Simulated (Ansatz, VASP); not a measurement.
**SiHCF (F-SiC-H chair bilayer, like faces together): VASP beside Ansatz**

One calculation is typed for both programs; each brings its own data sets. How far apart do they land? The structure shown is the start of the Ansatz relaxation below; VASP solves that cell, so the two are compared at the walk's first step.

Main program and level: Ansatz 0.2.0; plane waves, with VASP 6.6.1 beside it; single point at PBE with D3(BJ).

### Step 1. Set-up

The cell holds 8 atoms: 2 H, 2 C, 2 Si and 2 F. Cell: a = 3.086 Å, b = 3.085 Å, c = 49.847 Å, α = 90.0°, β = 90.0°, γ = 120.0°. Vacuum lies along c.

### Step 2. Ansatz: relaxation, PBE with D3(BJ)

Ansatz runs on its default PAW (the set named soft_2) files.

The two programs are compared at the cell with which this relaxation starts, whose forces are those of its first step.

File input.yaml:

```yaml
crystal:
  lattice:
    - [3.0855, 0.0, 0.0]
    - [-1.54275, 2.6721213834, 0.0]
    - [0.0, 0.0, 49.8466666646]
  atoms:
    - { symbol: H, position: [0.6666666667, 0.3333333333, 0.4052427444] }
    - { symbol: C, position: [0.6666666667, 0.3333333333, 0.426708573] }
    - { symbol: Si, position: [0.3333333333, 0.6666666667, 0.4392135883] }
    - { symbol: F, position: [0.3333333333, 0.6666666667, 0.4729169453] }
    - { symbol: H, position: [0.0, 0.0, 0.5947572556] }
    - { symbol: C, position: [0.0, 0.0, 0.573291427] }
    - { symbol: Si, position: [0.6666666667, 0.3333333333, 0.5607864117] }
    - { symbol: F, position: [0.6666666667, 0.3333333333, 0.5270830547] }
  periodic: [true, true, false]
kpoints:
  mp_grid: { grid: [12, 12, 1] }
hamiltonian:
  xc: pbe
  dispersion: d3bj
scf:
  occupations: { method: fermi_dirac, width: 0.05 }
  convergence: { dr2_threshold: 1.0e-09 }
relax:
  f_tol: 0.004
  max_steps: 90
  cell: {}
output:
  write_potential: true
  write_density: true
  volumetric_format: npy
```

The run is started by

```console
$ ansatz run input.yaml --threads 2 --pin off --max-ram 3072MiB --backend cpu --events-out ev --progress --plain --runs-dir out
```

Numbers of over 12 decimals in the logs are rounded to 6 here.

The program printed:

```text
Warning: relax.cell: scf.convergence.dr2_threshold = 1e-9 eV is looser than the 2.1154348115e-10 eV advised for a relaxation that steers and ends on the stress (1e-10 eV for each atom of the cell: 8, times the square of relax.cell.stress_2d_tol = 0.05 N/m over 19.4 Å (the atoms' height at the walk's start and 5 Å past either face), 2.571e-2 GPa, over a crystal's default 0.05). What an SCF threshold leaves in a stress goes as its square root, and in the free energy as the threshold itself, and one threshold admits the most on a small cell: [figures from the program's tests cut] Set scf.convergence.dr2_threshold to 2.1154348115e-10 eV or tighter. [rest of the remark cut]
Engine: ansatz 0.2.0, aarch64-unknown-linux-gnu
Pseudopotentials: kind: paw
Pseudopotential: H, paw, valence charge 1, recommended cutoff 420 eV (normal), H.paw.azcp
Pseudopotential: C, paw, valence charge 4, recommended cutoff 420 eV (normal), C.paw.azcp
Pseudopotential: Si, paw, valence charge 4, recommended cutoff 420 eV (normal), Si.paw.azcp
Pseudopotential: F, paw, valence charge 7, recommended cutoff 420 eV (normal), F.paw.azcp
Functional definition: PBE
  parameter kappa = 0.804
  parameter beta = 0.066725
  exchange = pbe_x(kappa = kappa, mu = beta*pi^2/3)
  correlation = pbe_c(beta = beta)
Crystal: 8 atoms, lattice volume = 410.977 Å³
Basis set: ecut = 420 eV, 8027 PW (Γ), exchange–correlation on 48×48×720 points (8 copies of the dense FFT grid, shifted against one another)
Bands: 24, of which v1, the nominal top of the filled ones, is band 16 counted from 1 (15 counted from 0)
Symmetry: 6 space group operations
Space group: P3m1 (ITA 156), of the structure as read, at distance tolerance 7.4e-5 Å
k-points: 19 of 144 (time reversal used)
Non-local potential: H, projectors of the file, l = 0: 2, l = 1: 1
Non-local potential: C, projectors of the file, l = 0: 2, l = 1: 2, l = 2: 1
Non-local potential: Si, projectors of the file, l = 0: 2, l = 1: 2, l = 2: 2
Non-local potential: F, projectors of the file, l = 0: 2, l = 1: 2, l = 2: 1
PAW form: soft (Blöchl's): semilocal exchange-correlation on the pseudo side does not see the compensation charge
PAW one-centre angular grid: H, 110 points (default); XC on 64 Gauss nodes
PAW one-centre angular grid: C, 110 points (default); XC on 64 Gauss nodes
PAW one-centre angular grid: Si, 110 points (default); XC on 64 Gauss nodes
PAW one-centre angular grid: F, 110 points (default); XC on 64 Gauss nodes
Initial density: superposition of atomic densities (neutral atoms: chi_scale 0, normalization atom), corrected by the library's trained network
Initial wavefunctions: pseudopotential atomic-orbital guess
Functional: x = pbe(κ = 0.804, μ = 0.219515), c = pbe(β = 0.066725)
SCF iter   1: F=—  HF=-3425.578631 eV  |F-HF|=—  |Δ(HF+E_count)|=         —  Δρ=1.77e-3  dr2=3.73e-2  ethr=1.77e-3  ⟨swp⟩=12.7  Hψ=3816  notcnv=0  defer=3
preconditioner: auto → Resta (q_TF=auto, 1.783 Å⁻¹)  ε∞=1.8  [insulator: Δε(μ)=3.283 eV  Ē_g=11.021 eV  σ=0.050 eV  W_gap=1.00  n_scr=28 (ndim 8)  ℏωp=9.7 eV  f_vac=0.760  D(μ)=0.00/eV (n_scr^D=0)  ε∞_Penn≈1.8  vacuum switching on, ρ_ref=8.8e-3 e/Å³]
SCF iter   2: F=—  HF=-3425.577491 eV  |F-HF|=—  |Δ(HF+E_count)|=   1.14e-3  Δρ=1.02e-3  dr2=7.90e-3  ethr=1.17e-4  ⟨swp⟩=3.6  Hψ=1041  notcnv=0  defer=48
SCF iter   3: F=—  HF=-3425.576636 eV  |F-HF|=—  |Δ(HF+E_count)|=   8.55e-4  Δρ=4.92e-4  dr2=1.71e-3  ethr=2.47e-5  ⟨swp⟩=3.2  Hψ=915  notcnv=0  defer=48
SCF iter   4: F=—  HF=-3425.576698 eV  |F-HF|=—  |Δ(HF+E_count)|=   6.27e-5  Δρ=3.44e-4  dr2=6.16e-4  ethr=5.36e-6  ⟨swp⟩=2.5  Hψ=752  notcnv=0  defer=48
SCF iter   5: F=—  HF=-3425.576677 eV  |F-HF|=—  |Δ(HF+E_count)|=   2.12e-5  Δρ=7.23e-5  dr2=4.36e-5  ethr=1.93e-6  ⟨swp⟩=2.4  Hψ=773  notcnv=0  defer=48
SCF iter   6: F=—  HF=-3425.576442 eV  |F-HF|=—  |Δ(HF+E_count)|=   2.35e-4  Δρ=2.13e-5  dr2=1.53e-6  ethr=1.36e-7  ⟨swp⟩=2.9  Hψ=923  notcnv=0  defer=48
SCF iter   7: F=—  HF=-3425.576463 eV  |F-HF|=—  |Δ(HF+E_count)|=   2.11e-5  Δρ=6.63e-6  dr2=1.36e-7  ethr=4.78e-9  ⟨swp⟩=2.4  Hψ=840  notcnv=0  defer=48
SCF iter   8: F=—  HF=-3425.576463 eV  |F-HF|=—  |Δ(HF+E_count)|=   2.30e-7  Δρ=3.78e-6  dr2=5.32e-8  ethr=4.26e-10  ⟨swp⟩=3.3  Hψ=872  notcnv=0  defer=48
SCF iter   9: F=—  HF=-3425.576463 eV  |F-HF|=—  |Δ(HF+E_count)|=   1.41e-9  Δρ=1.12e-6  dr2=5.30e-9  ethr=1.66e-10  ⟨swp⟩=2.5  Hψ=770  notcnv=0  defer=48
[...]
iter 1 solved again at ethr=1.40e-6 eV; its pass at ethr=3.10e-3 eV (dr2=4.48e-4 eV) is discarded
SCF iter   1: F=—  HF=-3425.911941 eV  |F-HF|=—  |Δ(HF+E_count)|=         —  Δρ=1.14e-5  dr2=3.54e-8  ethr=1.40e-6  ⟨swp⟩=4.8  Hψ=5277  notcnv=0
eigensolver tolerance schedule: the retry pair's looser diagonalisation over-reported the residual by 12670.90 of it (diagonalisation noise at an unbounded share of the residual, at the tolerance the schedule requests for it); recorded, not acted on — ethr = c·dr2/N_el stays at c = 1.0e-1
preconditioner: auto → Resta (q_TF=auto, 1.777 Å⁻¹)  ε∞=1.7  [insulator: Δε(μ)=3.479 eV  Ē_g=11.281 eV  σ=0.050 eV  W_gap=1.00  n_scr=28 (ndim 8)  ℏωp=9.6 eV  f_vac=0.773  D(μ)=0.00/eV (n_scr^D=0)  ε∞_Penn≈1.7  vacuum switching on, ρ_ref=9.2e-3 e/Å³]
SCF iter   2: F=—  HF=-3425.911568 eV  |F-HF|=—  |Δ(HF+E_count)|=   3.73e-4  Δρ=5.81e-6  dr2=2.05e-8  ethr=1.11e-10  ⟨swp⟩=5.2  Hψ=1515  notcnv=0
SCF iter   3: F=—  HF=-3425.911596 eV  |F-HF|=—  |Δ(HF+E_count)|=   2.80e-5  Δρ=3.95e-6  dr2=3.39e-9  ethr=6.41e-11  ⟨swp⟩=2.3  Hψ=680  notcnv=0
iter 4 met the thresholds in force, and the SCF goes on: an eigenvalue changes by 53.30 meV, over its tolerance of 1.21 meV (output.eigenvalues, Limitations)
SCF iter   4: F=-3425.911641 eV  HF=-3425.911636 eV  |F-HF|=4.93e-6  |Δ(HF+E_count)|=   4.04e-5  Δρ=8.45e-7  dr2=8.03e-10  ethr=3.13e-12  ⟨swp⟩=19.2  Hψ=4548  notcnv=0
iter 5 met the thresholds in force, and the SCF goes on: an eigenvalue changes by 8.35 meV, over its tolerance of 1.04 meV (output.eigenvalues, Limitations)
SCF iter   5: F=-3425.911641 eV  HF=-3425.911641 eV  |F-HF|=8.80e-8  |Δ(HF+E_count)|=   4.84e-6  Δρ=1.31e-7  dr2=5.02e-11  ethr=2.51e-12  ⟨swp⟩=14.3  Hψ=3656  notcnv=0
Mixer restart at iter 5: flushing history
SCF iter   6: F=-3425.911641 eV  HF=-3425.911641 eV  |F-HF|=3.47e-10  |Δ(HF+E_count)|=   8.82e-8  Δρ=1.48e-7  dr2=2.51e-10  ethr=1.00e-12  ⟨swp⟩=10.0  Hψ=3043  notcnv=0
SCF 9 converged in 6 iterations: F = -3425.911641 eV  dr2 = 2.51e-10
relax step   9: F+E_penalty+E_count = -3425.91164113 eV  Δ(F+E_penalty+E_count) = -2.164e-4 eV  max|allowed force component| = 1.440e-3 eV/Å  Δτ_max = 0.0000 Å  P = +0.011 N/m  Ω = 419.046 Å³  fix = [c, alpha, beta]  reactions: c +0.000 N/m  stress off target by 1.08e-2 N/m on what of the cell is left free  SCF on the basis re-selected at this cell (its energy is not comparable with the rows above)  (6 SCF iters)
basis re-selected at this cell: Δ(F+E_penalty+E_count) = -2.164e-4 eV, ΔP = +0.003 N/m vs the last step (what re-selecting the basis moved, of the pressure what is left beyond the Pulay correction that the steps carried, after the strain that the cell walked since its last selection, with what the two solves' SCF thresholds leave and, on support functions, any second-order correction that the steps lacked; it is no m [...]
WARN: The output density's exchange-correlation potential varies sharply where the density is thin. Do not read a vacuum level from v_tot or v_xc, or from such a field of the output density. On a cell that repeats whose density bears no net charge and no dipole along the vacuum's axis use v_es (v_loc + v_h of the components); under efield.dipole_correction with no amplitude use v_es + v_field, which holds any externa [...]
SCF converged after 6 iterations
an eigenvalue changed by more than its tolerance at an iteration that met the thresholds in force, so the SCF went on 2 times, its first undamped step at iteration 5: the last check found none over its tolerance
Free energy (F): -3425.911641 eV
Harris-Foulkes:  -3425.911641 eV  (|F-HF|=3.47e-10)
Internal energy: -3425.911641 eV  (E = F + TS)
E sigma→0 (E₀):  -3425.911641 eV
Fermi energy:    -2.550740 eV
--- Per-component energies (eV) ---
  E_band       = -370.047936
  E_kinetic    = 711.805440
  E_local      = -105385.219281  (includes V_loc(G=0)·N_el)
  E_nonlocal   = 252.874013
  E_hartree    = 52323.426257
  E_xc         = -386.926182
  E_vxc        = -444.087105  (∫ρ·V_xc dr)
  E_paw        = -1626.553521  (= ΣΔE_a)
  E_vpaw       = -152.277826  (= ΣTr[D̂ρ^β])
  E_aug_tail   = 0.001582  (compensation charges beyond the density's cutoff)
  E_ewald      = 50685.478086
  E_disp       = -0.798033  (pairwise vdW)
  E_smearing   = -0.000000  (= −TS)
  E_closure    = 0.000000  (closes the sum)
  Σ components = -3425.911641   (vs F -3425.911641, Δ=0.00e0)
--- Forces (eV/Å), atoms counted from 1 ---
  atom   1  H      0.00000000    -0.00000000    -0.00144009
  atom   2  C      0.00000000     0.00000000     0.00137396
  atom   3  Si     0.00000000    -0.00000000     0.00033916
  atom   4  F     -0.00000000     0.00000000    -0.00013935
  atom   5  H     -0.00000000    -0.00000000     0.00143788
  atom   6  C      0.00000000     0.00000000    -0.00136692
  atom   7  Si     0.00000000    -0.00000000    -0.00034358
  atom   8  F      0.00000000     0.00000000     0.00013918
  max |Σ_I F_I| component: 2.53e-7 eV/Å
--- 2D stress c σ (N/m, compression-positive) ---
        0.010831      -0.000000       0.000000
       -0.000000       0.010831      -0.000000
        0.000000      -0.000000       0.000000
  P = ½ c Tr σ = 0.0108 N/m
--- Band table (eV; the first three rows and the last of 19) ---
  k-point 0: bands = [... 12 lower, -4.3152, -4.3152, -4.3130, -4.3130, -0.8314 (-0.8314°), -0.7962 (-0.7962°), -0.2102, 0.1374, ... 4 higher]
  k-point 1: bands = [... 12 lower, -4.8367, -4.8357, -4.4401, -4.4372, -0.6926 (-0.6926°), -0.6625 (-0.6625°), -0.0667, 0.2807, ... 4 higher]
  k-point 2: bands = [... 12 lower, -5.9511, -5.9404, -4.7459, -4.7405, -0.2887 (-0.2887°), -0.2707 (-0.2707°), 0.3637, 0.7095, ... 4 higher]
  k-point 18: bands = [... 12 lower, -7.3942, -7.3729, -6.9384, -6.9373, 2.4635, 2.4641, 2.8022, 2.8032, ... 4 higher]
  ° read free of the cell's end (the report's vacuum.weakly_bound_levels)
--- Relaxed structure (7 steps of the walk, 7 accepted, 2 SCFs on fresh bases) ---
  F+E_penalty+E_count = -3425.91164113 eV   max|allowed force component| = 1.440e-3 eV/Å   (the final SCF, on the basis selected at the relaxed cell)
  cell:  # Å, volume = 419.0455 Å³
    - [3.115640, 0, 0]
    - [-1.557820, 2.698223, 0]
    - [0, 0, 49.8466666646]
  atoms:
    - { symbol: H, position: [0.666667, 0.333333, 0.409523] }
    - { symbol: C, position: [0.666667, 0.333333, 0.431719] }
    - { symbol: Si, position: [0.333333, 0.666667, 0.442983] }
    - { symbol: F, position: [0.333333, 0.666667, 0.475001] }
    - { symbol: H, position: [-3.1994589662752364e-17, -1.8503717076008884e-17, 0.590477] }
    - { symbol: C, position: [-3.350549178434571e-17, -1.8503717076008887e-17, 0.568281] }
    - { symbol: Si, position: [0.666667, 0.333333, 0.557017] }
    - { symbol: F, position: [0.666667, 0.333333, 0.524999] }
```

(Part 1 of 2 ends here.)

[Lines on the potential files, build, host, timing and source positions are cut from VASP's logs without a mark.]

[Logs are printed without paths, hosts, clocks, repeated set-up lines and the standing remarks that a program may print on its own settings, such as how far it seeks lower states.]

[Hosts, paths, dates, database ids (printed as entryN), source tags and the programs' standing remarks are cut or masked in the printed files.]
